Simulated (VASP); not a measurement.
# LiF (Griceite): the band gap, functional by functional

How does the band gap of LiF (Griceite) depend on the functional? The starting structure is a measured crystal structure from the Crystallography Open Database. Cell and atoms stay as given. Meshes and data sets differ where the inputs say so.

Method: Kohn-Sham DFT with plane waves and PAW; LDA, PBE, r2SCAN, TB-mBJ, HSE06, PBE0 and r2SCAN-EpsX, in VASP 6.6.1.

### 1. Set-up

Symmetry: Fm-3m, No. 225, cubic system. The conventional cell has a = 4.028 Å, b = 4.028 Å, c = 4.028 Å, α = 90.00°, β = 90.00°, γ = 90.00°. F has 6 Li at 2.01 Å nearest. Nearest to Li lie 6 F at 2.01 Å. Farther neighbours and most contacts between anions are not listed.

### 2. Bands with LDA

LDA, the lowest rung, knows the local density alone.

Contents of INCAR:

```
SYSTEM = LiF
PREC = Accurate
ENCUT = 580
EDIFF = 1E-06
NELM = 100
ISMEAR = 0
SIGMA = 0.03
LREAL = .FALSE.
ALGO = Normal
GGA = CA
NBANDS = 17
LORBIT = 11
LWAVE = .FALSE.
LCHARG = .FALSE.
KPAR = 4
LASPH = .TRUE.
```

Contents of POSCAR:

```
LiF
1.0
    0.0000000000      2.0140000000      2.0140000000
    2.0140000000      0.0000000000      2.0140000000
    2.0140000000      2.0140000000      0.0000000000
F Li
1 1
Direct
    0.5000000000      0.5000000000      0.5000000000
    0.0000000000      0.0000000000      0.0000000000
```

Contents of KPOINTS:

```
Automatic mesh
0
Gamma
10 10 10
0 0 0
```

Contents of KPOINTS_OPT:

```
Line mode
10
Line-mode
Reciprocal
  0.00000000   0.00000000   0.00000000 GAMMA
  0.50000000   0.00000000   0.50000000 X

  0.50000000   0.00000000   0.50000000 X
  0.50000000   0.25000000   0.75000000 W

  0.50000000   0.25000000   0.75000000 W
  0.37500000   0.37500000   0.75000000 K

  0.37500000   0.37500000   0.75000000 K
  0.00000000   0.00000000   0.00000000 GAMMA

  0.00000000   0.00000000   0.00000000 GAMMA
  0.50000000   0.50000000   0.50000000 L

  0.50000000   0.50000000   0.50000000 L
  0.62500000   0.25000000   0.62500000 U

  0.62500000   0.25000000   0.62500000 U
  0.50000000   0.25000000   0.75000000 W

  0.50000000   0.25000000   0.75000000 W
  0.50000000   0.50000000   0.50000000 L

  0.50000000   0.50000000   0.50000000 L
  0.37500000   0.37500000   0.75000000 K

  0.62500000   0.25000000   0.62500000 U
  0.50000000   0.00000000   0.50000000 X
```

Potentials, in the order of the species: F and Li_sv (LDA family, release 64).

Started as:

```bash
mpirun -np 4 vasp_std
```

The program printed:

```text
[banner, memory and clock lines left out]
running    4 mpi-ranks, on    1 nodes
 distrk:  each k-point on    1 cores,    4 groups
 distr:  one band on    1 cores,    1 groups

 POSCAR found type information on POSCAR F Li
 POSCAR found :  2 types and       2 ions
 LDA part: xc-table for (Slater(with rela. corr.)+CA(PZ))
 , standard interpolation
 POSCAR, INCAR and KPOINTS ok, starting setup
 FFT: planning ... GRIDC
 FFT: planning ... GRID_SOFT
 FFT: planning ... GRID
 WAVECAR not read
 entering main loop
       N       E                     dE             d eps       ncg     rms          rms(c)
DAV:   1     0.395244868461E+02    0.39524E+02   -0.53980E+03  1638   0.644E+02
DAV:   2    -0.975660492289E+01   -0.49281E+02   -0.47934E+02  2148   0.171E+02
DAV:   3    -0.109597275009E+02   -0.12031E+01   -0.12009E+01  1823   0.226E+01
DAV:   4    -0.109654261517E+02   -0.56987E-02   -0.56980E-02  2050   0.170E+00
DAV:   5    -0.109654518986E+02   -0.25747E-04   -0.25747E-04  1830   0.963E-02    0.423E+00
DAV:   6    -0.104900963389E+02    0.47536E+00   -0.19295E+00  1894   0.648E+00    0.136E+00
DAV:   7    -0.104786921283E+02    0.11404E-01   -0.14871E-02  2221   0.815E-01    0.799E-01
DAV:   8    -0.104729011884E+02    0.57909E-02   -0.92079E-03  2393   0.752E-01    0.108E-01
DAV:   9    -0.104728542069E+02    0.46981E-04   -0.66872E-04  1755   0.183E-01    0.383E-02
DAV:  10    -0.104728720147E+02   -0.17808E-04   -0.24626E-05  2085   0.273E-02    0.971E-03
DAV:  11    -0.104728710945E+02    0.92022E-06   -0.23456E-06  1874   0.122E-02
   1 F= -.10472871E+02 E0= -.10472871E+02  d E =-.346938E-20
 Start KPOINTS_OPT (optional k-point list driver)
k-point batch [1-47\100]
       N       E                     dE             ncg
DAV:   1    -0.415063263713E+04   -0.21967E+05     1622
DAV:   2    -0.640032837769E+04   -0.22497E+04     2137
DAV:   3    -0.645487314757E+04   -0.54545E+02     1798
DAV:   4    -0.645513078824E+04   -0.25764E+00     2090
DAV:   5    -0.645513247554E+04   -0.16873E-02     1837
DAV:   6    -0.645513249212E+04   -0.16578E-04     2009
DAV:   7    -0.645513249232E+04   -0.20213E-06     1705
[...]
k-point batch [95-100\100]
       N       E                     dE             ncg
DAV:   1     0.210836306927E+05   -0.37904E+04      204
DAV:   2     0.208230041048E+05   -0.26063E+03      268
DAV:   3     0.208173833025E+05   -0.56208E+01      256
DAV:   4     0.208173645663E+05   -0.18736E-01      253
DAV:   5     0.208173645012E+05   -0.65112E-04      268
DAV:   6     0.208173645008E+05   -0.36097E-06      255
```

Elapsed: 5.6 s, on 4 MPI ranks of AMD EPYC 9R45, shared host; peak memory 0.47 GiB.

The logs omit lines about the potential files and the build; timing stands in the text.

From OUTCAR (step 2):

```text
ion  position               nearest neighbor table
   1  0.500  0.500  0.500-   2 2.01   2 2.01   2 2.01   2 2.01   2 2.01   2 2.01
   2  0.000  0.000  0.000-   1 2.01   1 2.01   1 2.01   1 2.01   1 2.01   1 2.01

  LATTYP: Found a face centered cubic cell.
 ALAT       =     4.0280000000

 Subroutine GETGRP returns: Found 48 space group operations
 (whereof 48 operations were pure point group operations)

The static configuration has the point symmetry O_h .

 Found     47 irreducible k-points:

   k-points           NKPTS =     47   k-points in BZ     NKDIM =     47   number of bands    NBANDS=     17

   dimension x,y,z NGX =    24 NGY =   24 NGZ =   24
   dimension x,y,z NGXF=    48 NGYF=   48 NGZF=   48

   ENCUT  =  580.0 eV  42.63 Ry    6.53 a.u.   5.59  5.59  5.59*2*pi/ulx,y,z

   NELECT =      10.0000    total number of electrons

 k-points in reciprocal lattice and weights: Automatic mesh
   0.00000000  0.00000000  0.00000000       0.001
   0.10000000  0.00000000  0.00000000       0.008
   0.20000000  0.00000000  0.00000000       0.008
   0.30000000  0.00000000  0.00000000       0.008
   0.40000000  0.00000000  0.00000000       0.008
   0.50000000  0.00000000  0.00000000       0.004
   0.10000000  0.10000000  0.00000000       0.006
   0.20000000  0.10000000  0.00000000       0.024
   0.30000000  0.10000000  0.00000000       0.024
[...]
-0.30000000  0.40000000  0.20000000       0.024
  -0.30000000  0.50000000  0.20000000       0.012

 average (electrostatic) potential at core
       1 -76.6482       2 -63.7808

 E-fermi :  -1.1154

 k-point     1 :       0.0000    0.0000    0.0000
  band No.  band energies     occupation
      1     -41.0483      2.00000
      2     -20.8692      2.00000
      3      -1.3008      2.00000
      4      -1.3008      2.00000
      5      -1.3008      2.00000
      6       7.5329      0.00000
      7      22.1574      0.00000
      8      22.1574      0.00000
      9      22.1574      0.00000
     10      22.6063      0.00000
    ...

 k-point     2 :       0.1000    0.0000    0.0000
  band No.  band energies     occupation
      1     -41.0417      2.00000
      2     -20.8293      2.00000
      3      -1.5963      2.00000
      4      -1.3242      2.00000
      5      -1.3242      2.00000
      6       7.8183      0.00000
      7      19.5242      0.00000
      8      20.9303      0.00000
      9      20.9303      0.00000
     10      23.6333      0.00000
    ...

 k-point     3 :       0.2000    0.0000    0.0000
  band No.  band energies     occupation
      1     -41.0244      2.00000
      2     -20.7219      2.00000
      3      -2.3025      2.00000
      4      -1.3841      2.00000
      5      -1.3841      2.00000
      6       8.4434      0.00000
      7      17.0726      0.00000
      8      19.4395      0.00000
      9      19.4395      0.00000
     10      24.6104      0.00000
    ...

  Total       -0.6979603     -0.6979603     -0.6979603      0.0000000      0.0000000      0.0000000
  in kB      -68.4436067    -68.4436067    -68.4436067      0.0000000      0.0000000      0.0000000
  external PRESSURE =     -68.4436067 kB  Pullay stress =       0.0000000 kB

  energy-cutoff  :      580.00
  volume of cell :       16.34
      direct lattice vectors                 reciprocal lattice vectors
     0.000000000  2.014000000  2.014000000    -0.248262165  0.248262165  0.248262165
     2.014000000  0.000000000  2.014000000     0.248262165 -0.248262165  0.248262165
     2.014000000  2.014000000  0.000000000     0.248262165  0.248262165 -0.248262165

 POSITION                                       TOTAL-FORCE (eV/Angst)
 -----------------------------------------------------------------------------------
      2.01400      2.01400      2.01400         0.000000     -0.000000      0.000000
      0.00000      0.00000      0.00000        -0.000000      0.000000     -0.000000
 -----------------------------------------------------------------------------------
    total drift:                               -0.000000     -0.000000      0.000000

  FREE ENERGIE OF THE ION-ELECTRON SYSTEM (eV)
  ---------------------------------------------------
  free  energy   TOTEN  =       -10.4728710945 eV

  energy  without entropy=      -10.4728710945  energy(sigma->0) =      -10.47287109

 total charge
# of ion       s       p       d       tot
------------------------------------------
    1        1.716   4.382   0.000   6.098
    2        2.016   0.067   0.000   2.083
--------------------------------------------------
tot          3.731   4.449   0.000   8.180

[... 3 further parts left out ...]
```

At this level the cell is under a tension of 6.8 GPa, so at these settings it is away from equilibrium.

LDA gives a direct gap of 8.832 eV.

### 3. Bands with PBE

PBE, the usual starting point, adds the gradient of the density.

Changes to INCAR since step 2:

```diff
@@ -9,3 +9,3 @@
 ALGO = Normal
-GGA = CA
+GGA = PE
 NBANDS = 17
```

POSCAR is that of step 2.

KPOINTS is that of step 2.

KPOINTS_OPT is that of step 2.

PAW data sets: F and Li_sv (PBE family, release 64).

Started as:

```bash
mpirun -np 4 vasp_std
```

The program printed:

```text
[banner, memory and clock lines left out]
running    4 mpi-ranks, on    1 nodes
[...]
LDA part: xc-table for (Slater+PW92), standard interpolation
 POSCAR, INCAR and KPOINTS ok, starting setup
[...]
entering main loop
       N       E                     dE             d eps       ncg     rms          rms(c)
DAV:   1     0.411241738497E+02    0.41124E+02   -0.54239E+03  1638   0.648E+02
DAV:   2    -0.891102819902E+01   -0.50035E+02   -0.48683E+02  2148   0.173E+02
DAV:   3    -0.101424871604E+02   -0.12315E+01   -0.12293E+01  1815   0.229E+01
DAV:   4    -0.101486976951E+02   -0.62105E-02   -0.62097E-02  2042   0.177E+00
[...]
DAV:  11    -0.963912253469E+01   -0.31975E-05   -0.84396E-06  1963   0.205E-02    0.279E-03
DAV:  12    -0.963912359442E+01   -0.10597E-05   -0.53396E-07  1879   0.497E-03    0.818E-04
DAV:  13    -0.963912351251E+01    0.81910E-07   -0.64710E-08   906   0.156E-03
   1 F= -.96391235E+01 E0= -.96391235E+01  d E =-.572638E-61
 Start KPOINTS_OPT (optional k-point list driver)
k-point batch [1-47\100]
       N       E                     dE             ncg
DAV:   1    -0.411887797836E+04   -0.21935E+05     1622
DAV:   2    -0.640809534703E+04   -0.22892E+04     2153
DAV:   3    -0.646405829362E+04   -0.55963E+02     1804
DAV:   4    -0.646434430245E+04   -0.28601E+00     2108
DAV:   5    -0.646434610753E+04   -0.18051E-02     1838
DAV:   6    -0.646434612529E+04   -0.17759E-04     1978
DAV:   7    -0.646434612556E+04   -0.27021E-06     1701
[...]
k-point batch [95-100\100]
       N       E                     dE             ncg
DAV:   1     0.210876861500E+05   -0.37863E+04      204
DAV:   2     0.208225549997E+05   -0.26513E+03      268
DAV:   3     0.208167753547E+05   -0.57796E+01      247
DAV:   4     0.208167545579E+05   -0.20797E-01      261
DAV:   5     0.208167544797E+05   -0.78210E-04      268
DAV:   6     0.208167544792E+05   -0.44511E-06      263
```

It took 6.2 s on 4 MPI ranks; peak memory 0.51 GiB; 23 s of CPU time.

Parts of OUTCAR (step 3):

```text
  Total        0.1526795      0.1526795      0.1526795      0.0000000     -0.0000000      0.0000000
  in kB       14.9721057     14.9721057     14.9721057      0.0000000     -0.0000000      0.0000000
  external PRESSURE =      14.9721057 kB  Pullay stress =       0.0000000 kB

 POSITION                                       TOTAL-FORCE (eV/Angst)
 -----------------------------------------------------------------------------------
      2.01400      2.01400      2.01400         0.000000      0.000000     -0.000000
      0.00000      0.00000      0.00000        -0.000000     -0.000000      0.000000
 -----------------------------------------------------------------------------------
    total drift:                               -0.000000     -0.000000      0.000000

  FREE ENERGIE OF THE ION-ELECTRON SYSTEM (eV)
  ---------------------------------------------------
  free  energy   TOTEN  =        -9.6391235125 eV

  energy  without entropy=       -9.6391235125  energy(sigma->0) =       -9.63912351

[... 2 parts as in an earlier step ...]

[... 1 further part left out ...]
[key lines of the parts left out:]
E-fermi :  -0.6774
```

PBE gives a direct gap of 9.088 eV. The least gap is +0.255 eV from that of LDA.

### 4. Bands with r2SCAN

r2SCAN adds the kinetic-energy density, costs more than a GGA and is run with LASPH.

Changes to INCAR since step 3:

```diff
@@ -9,3 +9,4 @@
 ALGO = Normal
-GGA = PE
+METAGGA = R2SCAN
+LASPH = .TRUE.
 NBANDS = 17
@@ -15,2 +16 @@
 KPAR = 4
-LASPH = .TRUE.
```

POSCAR is that of step 3.

KPOINTS is that of step 3.

KPOINTS_OPT is that of step 3.

Started as:

```bash
mpirun -np 4 vasp_std
```

The program printed:

```text
[banner, memory and clock lines left out]
running    4 mpi-ranks, on    1 nodes
[...]
|                                                                             |
|               ----> ADVICE to this user running VASP <----                  |
|                                                                             |
|     You enforced a specific xc type in the INCAR file but a different       |
|     [... a line on the potential file left out ...]
|     I HOPE YOU KNOW WHAT YOU ARE DOING!                                     |
|                                                                             |

 LDA part: xc-table for (None), standard interpolation
 POSCAR, INCAR and KPOINTS ok, starting setup
[...]
entering main loop
       N       E                     dE             d eps       ncg     rms          rms(c)
DAV:   1     0.381557295955E+02    0.38156E+02   -0.55437E+03  1638   0.663E+02
DAV:   2    -0.136689426355E+02   -0.51825E+02   -0.50410E+02  2147   0.178E+02
[...]
DAV:  12    -0.119025081156E+02    0.85076E-04   -0.53286E-04  1901   0.119E-01    0.511E-03
DAV:  13    -0.119025092983E+02   -0.11828E-05   -0.57220E-06  2006   0.180E-02    0.180E-03
DAV:  14    -0.119025094986E+02   -0.20024E-06   -0.68542E-08  1077   0.193E-03
   1 F= -.11902509E+02 E0= -.11902509E+02  d E =-.283646E-67
 Start KPOINTS_OPT (optional k-point list driver)
k-point batch [1-47\100]
       N       E                     dE             ncg
DAV:   1    -0.448952085812E+04   -0.22305E+05     1622
DAV:   2    -0.690872183836E+04   -0.24192E+04     2152
DAV:   3    -0.697092340589E+04   -0.62202E+02     1921
DAV:   4    -0.697132322027E+04   -0.39981E+00     2135
DAV:   5    -0.697132740899E+04   -0.41887E-02     1974
DAV:   6    -0.697132747270E+04   -0.63718E-04     2064
DAV:   7    -0.697132747385E+04   -0.11491E-05     1954
DAV:   8    -0.697132747388E+04   -0.28017E-07     1697
[...]
k-point batch [95-100\100]
       N       E                     dE             ncg
DAV:   1     0.210374337328E+05   -0.38366E+04      204
DAV:   2     0.207579454322E+05   -0.27949E+03      258
DAV:   3     0.207517667424E+05   -0.61787E+01      296
DAV:   4     0.207517461586E+05   -0.20584E-01      256
DAV:   5     0.207517460394E+05   -0.11922E-03      308
DAV:   6     0.207517460389E+05   -0.54175E-06      272
```

Elapsed: 26 s, on 4 MPI ranks; peak memory 0.52 GiB.

OUTCAR, selected parts (step 4):

```text
  Total       -0.3164999     -0.3164999     -0.3164999      0.0000000     -0.0000000      0.0000000
  in kB      -31.0367162    -31.0367162    -31.0367162      0.0000000     -0.0000000      0.0000000
  external PRESSURE =     -31.0367162 kB  Pullay stress =       0.0000000 kB

 POSITION                                       TOTAL-FORCE (eV/Angst)
 -----------------------------------------------------------------------------------
      2.01400      2.01400      2.01400        -0.000000     -0.000000     -0.000000
      0.00000      0.00000      0.00000         0.000000      0.000000      0.000000
 -----------------------------------------------------------------------------------
    total drift:                               -0.000000     -0.000000      0.000000

  FREE ENERGIE OF THE ION-ELECTRON SYSTEM (eV)
  ---------------------------------------------------
  free  energy   TOTEN  =       -11.9025094986 eV

  energy  without entropy=      -11.9025094986  energy(sigma->0) =      -11.90250950

[... 2 parts as in an earlier step ...]

[... 1 further part left out ...]
[key lines of the parts left out:]
E-fermi :  -1.2805
```

r2SCAN gives a direct gap of 10.271 eV. The least gap is +1.439 eV from that of LDA.

### 5. Bands with TB-mBJ

TB-mBJ is a local potential fitted to gaps: it costs far less than a hybrid but gives no energy. Its energies, forces and stress mean nothing.

Changes to INCAR since step 4:

```diff
@@ -4,3 +4,3 @@
 EDIFF = 1E-06
-NELM = 100
+NELM = 150
 ISMEAR = 0
@@ -9,3 +9,3 @@
 ALGO = Normal
-METAGGA = R2SCAN
+METAGGA = MBJ
 LASPH = .TRUE.
```

POSCAR is that of step 4.

KPOINTS is that of step 4.

KPOINTS_OPT is that of step 4.

Started as:

```bash
mpirun -np 4 vasp_std
```

The program printed:

```text
[banner, memory and clock lines left out]
running    4 mpi-ranks, on    1 nodes
[...]
[... a notice as in an earlier step ...]

 LDA part: xc-table for (None), standard interpolation
 POSCAR, INCAR and KPOINTS ok, starting setup
[...]
entering main loop
       N       E                     dE             d eps       ncg     rms          rms(c)
DAV:   1     0.589708656284E+02    0.58971E+02   -0.53482E+03  1638   0.643E+02
DAV:   2     0.993699588479E+01   -0.49034E+02   -0.47645E+02  2152   0.169E+02
DAV:   3     0.869704735802E+01   -0.12399E+01   -0.12375E+01  1805   0.228E+01
DAV:   4     0.869090236363E+01   -0.61450E-02   -0.61439E-02  2049   0.174E+00
[...]
DAV:  43     0.112394779167E+02   -0.24216E-05   -0.23425E-11   826   0.275E-05    0.481E-06
DAV:  44     0.112394791648E+02    0.12482E-05   -0.64084E-12   821   0.168E-05    0.276E-06
DAV:  45     0.112394781888E+02   -0.97607E-06   -0.19669E-12   823   0.781E-06
   1 F= 0.11239478E+02 E0= 0.11239478E+02  d E =-.171295E-19
 Start KPOINTS_OPT (optional k-point list driver)
k-point batch [1-47\100]
       N       E                     dE             ncg
DAV:   1    -0.347788601032E+04   -0.21294E+05     1606
DAV:   2    -0.605506231009E+04   -0.25772E+04     2201
DAV:   3    -0.612097516107E+04   -0.65913E+02     1865
DAV:   4    -0.612131476594E+04   -0.33960E+00     2114
DAV:   5    -0.612131657721E+04   -0.18113E-02     1978
DAV:   6    -0.612131658860E+04   -0.11396E-04     2053
DAV:   7    -0.612131658870E+04   -0.96761E-07     2003
[...]
k-point batch [95-100\100]
       N       E                     dE             ncg
DAV:   1     0.211695781338E+05   -0.37044E+04      204
DAV:   2     0.208717662310E+05   -0.29781E+03      276
DAV:   3     0.208648434997E+05   -0.69227E+01      253
DAV:   4     0.208648205632E+05   -0.22937E-01      268
DAV:   5     0.208648204475E+05   -0.11561E-03      255
DAV:   6     0.208648204468E+05   -0.72124E-06      296
```

The job ended after 19 s (4 MPI ranks; peak memory 0.52 GiB; 72 s of CPU time).

OUTCAR, selected parts (step 5):

```text
  Total      -25.0577770    -25.0577770    -25.0577770      0.0000000      0.0000000     -0.0000000
  in kB    -2457.2238866  -2457.2238866  -2457.2238866      0.0000000      0.0000000     -0.0000000
  external PRESSURE =   -2457.2238866 kB  Pullay stress =       0.0000000 kB

 POSITION                                       TOTAL-FORCE (eV/Angst)
 -----------------------------------------------------------------------------------
      2.01400      2.01400      2.01400         0.000000     -0.000000     -0.000000
      0.00000      0.00000      0.00000        -0.000000      0.000000      0.000000
 -----------------------------------------------------------------------------------
    total drift:                               -0.000000     -0.000000      0.000000

  FREE ENERGIE OF THE ION-ELECTRON SYSTEM (eV)
  ---------------------------------------------------
  free  energy   TOTEN  =        11.2394781888 eV

  energy  without entropy=       11.2394781888  energy(sigma->0) =       11.23947819

[... 2 parts as in an earlier step ...]

[... 1 further part left out ...]
[key lines of the parts left out:]
E-fermi :   0.8560
```

TB-mBJ gives a direct gap of 12.553 eV. The least gap is +3.721 eV from that of LDA.

(Part 1 of 2 ends here.)

[Lines on the potential files, build, host, timing and source positions are cut from VASP's logs without a mark.]

[Logs are printed without paths, hosts, clocks, repeated set-up lines and the standing remarks that a program may print on its own settings, such as how far it seeks lower states.]

[Hosts, paths, dates, database ids (printed as entryN), source tags and the programs' standing remarks are cut or masked in the printed files.]
